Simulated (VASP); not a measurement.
# B2C (F-43m) in VASP: relaxation of cell and atoms with PBE

Aim: the relaxation of cell and atoms of B2C with PBE.

All numbers are computed with VASP 6.6.1; they aren't measurements. Logs are shortened: lines on timing, memory, paths and dates and some standing lists are left out, and cuts for length are marked.

## Step 1: Starting point

It takes space group F-43m (No. 216, cubic). The conventional cell has a = 5.019 Å, b = 5.019 Å, c = 5.019 Å, α = 90.00°, β = 90.00°, γ = 90.00°. Around B (site symmetry -43m) lie 4 B at 2.17 Å and 4 C at 2.17 Å. B (site symmetry -43m) is surrounded by 4 B at 2.17 Å. C (site symmetry -43m) is surrounded by 4 B at 2.17 Å.

The cell was built by a generator and needn't be a form met in nature.

## Step 2: Relaxation of cell and atoms, PBE

The input, INCAR:

```
PREC = Normal ; ENCUT = 520
EDIFF = 1E-4 ; ISMEAR = 0
SIGMA = 0.15 ; LREAL = F
LASPH = T ; NELM = 60
ALGO = Fast ; ISIF = 3
LWAVE = F ; LCHARG = F
GGA = PE ; IBRION = 2
NSW = 24 ; EDIFFG = -0.08
```

The input, KPOINTS:

```
Automatic mesh
0
Gamma
  7 7 7
```

The input, POSCAR:

```
B2C
1.0
    0.0000000000      2.5093534200      2.5093534200
    2.5093534200      0.0000000000      2.5093534200
    2.5093534200      2.5093534200      0.0000000000
B C
2 1
Direct
    0.5000000000      0.5000000000      0.5000000000
    0.7500000000      0.7500000000      0.7500000000
    0.2500000000      0.2500000000      0.2500000000
```

Potentials or basis: VASP PAW PBE potentials, release 64 (B, C).

Started as:

```sh
> cat potpaw_PBE.64/B/POTCAR potpaw_PBE.64/C/POTCAR > POTCAR
> mpirun -np 1 vasp_std > vasp.out
```

OUTCAR:

```text
PREC = Normal
   ENCUT = 520
   EDIFF = 1E-4
   ISMEAR = 0
   LREAL = F
   LASPH = T
   NELM = 60
   ISIF = 3
   GGA = PE
   IBRION = 2
   NSW = 24
   EDIFFG = -0.08

 ion  position               nearest neighbor table
   1  0.500  0.500  0.500-
   2  0.750  0.750  0.750-
   3  0.250  0.250  0.250-

  LATTYP: Found a face centered cubic cell.
 ALAT       =     5.0187068400

  Lattice vectors:

 A1 = (   0.0000000000,   2.5093534200,   2.5093534200)
 A2 = (   2.5093534200,   0.0000000000,   2.5093534200)
 A3 = (   2.5093534200,   2.5093534200,   0.0000000000)

Analysis of symmetry for initial positions (statically):
=====================================================================
 Subroutine PRICEL returns:
 Original cell was already a primitive cell.

 Routine SETGRP: Setting up the symmetry group for a
 face centered cubic supercell.

 Subroutine GETGRP returns: Found 24 space group operations
 (whereof 24 operations were pure point group operations)
 out of a pool of 48 trial point group operations.

The static configuration has the point symmetry T_d .

Analysis of symmetry for dynamics (positions and initial velocities):
=====================================================================
 Subroutine PRICEL returns:
 Original cell was already a primitive cell.

 Routine SETGRP: Setting up the symmetry group for a
 face centered cubic supercell.

 Subroutine GETGRP returns: Found 24 space group operations
 (whereof 24 operations were pure point group operations)
 out of a pool of 48 trial point group operations.

The dynamic configuration has the point symmetry T_d .

 Subroutine INISYM returns: Found 24 space group operations
 (whereof 24 operations are pure point group operations),
 and found     1 'primitive' translations

----------------------------------------------------------------------------------------

                                     Primitive cell

  volume of cell :      31.6021

  direct lattice vectors                    reciprocal lattice vectors
     0.000000000  2.509353420  2.509353420    -0.199254516  0.199254516  0.199254516
     2.509353420  0.000000000  2.509353420     0.199254516 -0.199254516  0.199254516
     2.509353420  2.509353420  0.000000000     0.199254516  0.199254516 -0.199254516

  length of vectors
     3.548761639  3.548761639  3.548761639     0.345118945  0.345118945  0.345118945

  position of ions in fractional coordinates (direct lattice)
     0.500000000  0.500000000  0.500000000
     0.750000000  0.750000000  0.750000000
     0.250000000  0.250000000  0.250000000

  ion indices of the primitive-cell ions
   primitive index   ion index
                 1           1
                 2           2
                 3           3

----------------------------------------------------------------------------------------

 KPOINTS: Automatic mesh

Automatic generation of k-mesh.
 Grid dimensions read from file:
 generate k-points for:    7    7    7

 Generating k-lattice:

  Cartesian coordinates                     Fractional coordinates (reciprocal lattice)
    -0.028464931  0.028464931  0.028464931     0.142857143  0.000000000  0.000000000
     0.028464931 -0.028464931  0.028464931     0.000000000  0.142857143  0.000000000
     0.028464931  0.028464931 -0.028464931     0.000000000  0.000000000  0.142857143

  Length of vectors
     0.049302706  0.049302706  0.049302706

  Shift w.r.t. Gamma in fractional coordinates (k-lattice)
     0.000000000  0.000000000  0.000000000

 Subroutine IBZKPT returns following result:
 ===========================================

 Found     20 irreducible k-points:

 Following reciprocal coordinates:
            Coordinates               Weight
  0.000000  0.000000  0.000000      1.000000
  0.142857  0.000000  0.000000      8.000000
  0.285714  0.000000  0.000000      8.000000
  0.428571  0.000000  0.000000      8.000000
  0.142857  0.142857  0.000000      6.000000
  0.285714  0.142857  0.000000     24.000000
[... 12 lines left out ...]
 -0.428571  0.428571  0.142857     24.000000
 -0.285714  0.428571  0.142857     24.000000
   k-points           NKPTS =     20   k-points in BZ     NKDIM =     20   number of bands    NBANDS=      9
   number of dos      NEDOS =    301   number of ions     NIONS =      3
   total plane-waves  NPLWV =   8000
   dimension x,y,z NGX =    20 NGY =   20 NGZ =   20
   dimension x,y,z NGXF=    40 NGYF=   40 NGZF=   40
   ions per type =               2   1
   NGX,Y,Z   is equivalent  to a cutoff of   9.37,  9.37,  9.37 a.u.
   NGXF,Y,Z  is equivalent  to a cutoff of  18.74, 18.74, 18.74 a.u.
 SYSTEM =  unknown system
   PREC   = normal    normal or accurate (medium, high low for compatibility)
   ISTART =      0    job   : 0-new  1-cont  2-samecut
   ICHARG =      2    charge: 1-file 2-atom 10-const
   ISPIN  =      1    spin polarized calculation?
   LNONCOLLINEAR =      F non collinear calculations
   LSORBIT =      F    spin-orbit coupling
   LASPH  =      T    aspherical Exc in radial PAW
   ENCUT  =  520.0 eV  38.22 Ry    6.18 a.u.   6.60  6.60  6.60*2*pi/ulx,y,z
   NELM   =     60;   NELMIN=  2; NELMDL= -5     # of ELM steps
   EDIFF  = 0.1E-03   stopping-criterion for ELM
   LREAL  =      F    real-space projection
   EDIFFG = -.8E-01   stopping-criterion for IOM
   NSW    =     24    number of steps for IOM
   IBRION =      2    ionic relax: 0-MD 1-quasi-New 2-CG
   NFREE  =      1    steps in history (QN), initial steepest desc. (CG)
   ISIF   =      3    stress and relaxation
   ISYM   =      2    0-nonsym 1-usesym 2-fastsym
   POTIM  = 0.5000    time-step for ionic-motion
   TEBEG  =    0.0;   TEEND  =   0.0 temperature during run
   PSTRESS=    0.0 pullay stress
   NELECT =      10.0000    total number of electrons
   NUPDOWN=      -1.0000    fix difference up-down
   EMIN   =  10.00;   EMAX   =-10.00  energy-range for DOS
   EFERMI =   0.00;   METHOD = LEGACY
   ISMEAR =     0;   SIGMA  =   0.15  broadening in eV -4-tet -1-fermi 0-gaus
   EFERMI_NEDOS =   21; number of points for ismear=-14 and -15
   IALGO  =     68    algorithm
   IMIX   =      4    mixing-type and parameters
     AMIX     =   0.40;   BMIX     =  1.00
     AMIX_MAG =   1.60;   BMIX_MAG =  1.00
  volume/ion in A,a.u.               =      10.53        71.09
  Fermi-wavevector in a.u.,A,eV,Ry     =   1.115586  2.108152 16.932883  1.244532
  Thomas-Fermi vector in A             =   2.252192
   LORBIT       =      0    0 simple, 1 ext, 2 COOP (PROOUT), +10 PAW based schemes
   GGA     = PE    functional components
   LHFCALC =     F    Hartree Fock is set to
   AEXX    =    0.0000 exact exchange contribution
   IVDW    =     0    specifies the selected vdW correction
   LEPSILON=     F    determine dielectric tensor
   LRPA    =     F    only Hartree local field effects (RPA)
 conjugate gradient relaxation of ions
 non-spin polarized calculation
 RMM-DIIS sequential band-by-band and
 Gauss-broadening in eV      SIGMA  =   0.15
  energy-cutoff  :      520.00
  volume of cell :       31.60
 maximum number of plane-waves:       869
   NGX = 13   NGY = 13   NGZ = 13

--------------------------------------- Ionic step        1  -------------------------------------------

 number of electron      10.0000000 magnetization

 Free energy of the ion-electron system (eV)
  ---------------------------------------------------
  ext. energy  EPLUGINS =         0.00000000
  ---------------------------------------------------
  free energy    TOTEN  =       -15.21441317 eV

  energy without entropy =      -15.21429311  energy(sigma->0) =      -15.21435314

------------------------ aborting loop because EDIFF is reached ----------------------------------------

  FORCE on cell =-STRESS in cart. coord.  units (eV):
  Direction    XX          YY          ZZ          XY          YZ          ZX
  --------------------------------------------------------------------------------------
  -------------------------------------------------------------------------------------
  Total       -7.8780180     -7.8780180     -7.8780180      0.0000000      0.0000000      0.0000000
  in kB     -399.4036781   -399.4036781   -399.4036781      0.0000000      0.0000000      0.0000000
  external PRESSURE =    -399.4036781 kB  Pullay stress =       0.0000000 kB

 VOLUME and BASIS-vectors are now :
 -----------------------------------------------------------------------------
  energy-cutoff  :      520.00
  volume of cell :       31.60
      direct lattice vectors                 reciprocal lattice vectors
     0.000000000  2.509353420  2.509353420    -0.199254516  0.199254516  0.199254516
     2.509353420  0.000000000  2.509353420     0.199254516 -0.199254516  0.199254516
     2.509353420  2.509353420  0.000000000     0.199254516  0.199254516 -0.199254516

 POSITION                                       TOTAL-FORCE (eV/Angst)
 -----------------------------------------------------------------------------------
      2.50935      2.50935      2.50935         0.000000      0.000000      0.000000
      3.76403      3.76403      3.76403         0.000000     -0.000000      0.000000
      1.25468      1.25468      1.25468        -0.000000     -0.000000     -0.000000
 -----------------------------------------------------------------------------------
    total drift:                               -0.000000     -0.000000      0.000000

  FREE ENERGIE OF THE ION-ELECTRON SYSTEM (eV)
  ---------------------------------------------------
  free  energy   TOTEN  =       -15.2144131664 eV
[... 17 lines left out ...]
 VOLUME and BASIS-vectors are now :
 -----------------------------------------------------------------------------
  energy-cutoff  :      520.00
  volume of cell :       21.05
      direct lattice vectors                 reciprocal lattice vectors
     0.000000000  2.191454729  2.191454729    -0.228158945  0.228158945  0.228158945
     2.191454729  0.000000000  2.191454729     0.228158945 -0.228158945  0.228158945
     2.191454729  2.191454729  0.000000000     0.228158945  0.228158945 -0.228158945

 POSITION                                       TOTAL-FORCE (eV/Angst)
 -----------------------------------------------------------------------------------
      2.19145      2.19145      2.19145         0.000000     -0.000000     -0.000000
      3.28718      3.28718      3.28718        -0.000000      0.000000      0.000000
      1.09573      1.09573      1.09573        -0.000000      0.000000     -0.000000
 -----------------------------------------------------------------------------------
    total drift:                                0.000000      0.000000      0.000000

  FREE ENERGIE OF THE ION-ELECTRON SYSTEM (eV)
  ---------------------------------------------------
  free  energy   TOTEN  =       -17.3090177742 eV

  energy  without entropy=      -17.2990920347  energy(sigma->0) =      -17.30405490

--------------------------------------- Ionic step        3  -------------------------------------------

 number of electron      10.0000000 magnetization

 Free energy of the ion-electron system (eV)
  ---------------------------------------------------
  ext. energy  EPLUGINS =         0.00000000
  ---------------------------------------------------
  free energy    TOTEN  =       -17.40076468 eV

  energy without entropy =      -17.38671655  energy(sigma->0) =      -17.39374061

 E-fermi :   9.3859     XC(G=0): -12.5894

 val. band max:        9.3065907265   @ k =  -0.2857   0.1429   0.0000
 cond. band min:       9.4210802421   @ k =  -0.2857   0.1429   0.0000
 fundamental gap:      0.1144895156
 Fermi energy:         9.3858869739

 k-point     1 :       0.0000    0.0000    0.0000
  band No.  band energies     occupation
      1     -10.0276      2.00000
      2       6.5082      2.00000
      3       6.5082      2.00000
      4       6.5082      2.00000
      5       9.2140      1.89490
      6       9.2140      1.89490
      7       9.2140      1.89489
      8      10.7248      0.00000
      9      19.7671      0.00000

 k-point     2 :       0.1429    0.0000    0.0000
  band No.  band energies     occupation
      1      -9.6339      2.00000
      2       3.6598      2.00000
      3       5.9512      2.00000
      4       5.9512      2.00000
      5       9.6405      0.01635
      6       9.6405      0.01635
      7       9.8847      0.00000
      8      12.2136      0.00000
      9      16.7857      0.00000

 k-point     3 :       0.2857    0.0000    0.0000
  band No.  band energies     occupation
      1      -8.4699      2.00000
      2      -0.1232      2.00000
      3       5.2351      2.00000
      4       5.2351      2.00000
      5       9.4774      0.38822
      6       9.4774      0.38822
      7       9.8842      0.00000
      8      13.5874      0.00000
      9      17.8978      0.00000
[... 215 lines left out ...]
 VOLUME and BASIS-vectors are now :
 -----------------------------------------------------------------------------
  energy-cutoff  :      520.00
  volume of cell :       19.32
      direct lattice vectors                 reciprocal lattice vectors
     0.000000000  2.129559639  2.129559639    -0.234790325  0.234790325  0.234790325
     2.129559639  0.000000000  2.129559639     0.234790325 -0.234790325  0.234790325
     2.129559639  2.129559639  0.000000000     0.234790325  0.234790325 -0.234790325

 POSITION                                       TOTAL-FORCE (eV/Angst)
 -----------------------------------------------------------------------------------
      2.12956      2.12956      2.12956        -0.000000      0.000000     -0.000000
      3.19434      3.19434      3.19434         0.000000      0.000000      0.000000
      1.06478      1.06478      1.06478         0.000000     -0.000000      0.000000
 -----------------------------------------------------------------------------------
    total drift:                                0.000000      0.000000      0.000000

  FREE ENERGIE OF THE ION-ELECTRON SYSTEM (eV)
  ---------------------------------------------------
  free  energy   TOTEN  =       -17.4007646807 eV

  energy  without entropy=      -17.3867165461  energy(sigma->0) =      -17.39374061

 reached required accuracy - stopping structural energy minimisation
```

It took 4.4 s on 1 thread of AMD EPYC 9R45 (Zen 5), shared host; peak memory 0.09 GiB.

What came out:

```
Free energy                            : -17.4008 eV
Relaxed volume                         : 6.44 Å³/atom
Relaxed cell                           : a = 3.012 Å, b = 3.012 Å, c = 3.012 Å, α = 60.00°, β = 60.00°, γ = 60.00°
Space group after relaxing (to 0.05 Å) : F-43m (No. 216)
Energy gained by relaxing              : 728.8 meV/atom
Ionic steps                            : 3
Pressure after relaxing                : 0.2 GPa
Band gap on the k mesh                 : none (metal or under the smearing width)
```

The path:
| step | energy change (eV) | largest force (eV/Å) | pressure (GPa) | volume (Å³) |
| --- | --- | --- | --- | --- |
| 1 | 0.0000 | 0.0000 | -39.94 | 31.60 |
| 2 | -2.0946 | 0.0000 | -14.99 | 21.05 |
| 3 | -2.1864 | 0.0000 | 0.21 | 19.32 |

Final structure:
```yaml
crystal:
  lattice:
    - [0.00000, 2.12956, 2.12956]
    - [2.12956, 0.00000, 2.12956]
    - [2.12956, 2.12956, 0.00000]
  atoms:
    - { symbol: B, position: [0.50000, 0.50000, 0.50000] }
    - { symbol: B, position: [0.75000, 0.75000, 0.75000] }
    - { symbol: C, position: [0.25000, 0.25000, 0.25000] }
```

Caveat: the volume moved by over 15 % at a fixed basis, so the end points are rough; the relaxation stopped at a loose force limit of 0.08 eV/Å, so its end isn't a converged minimum.
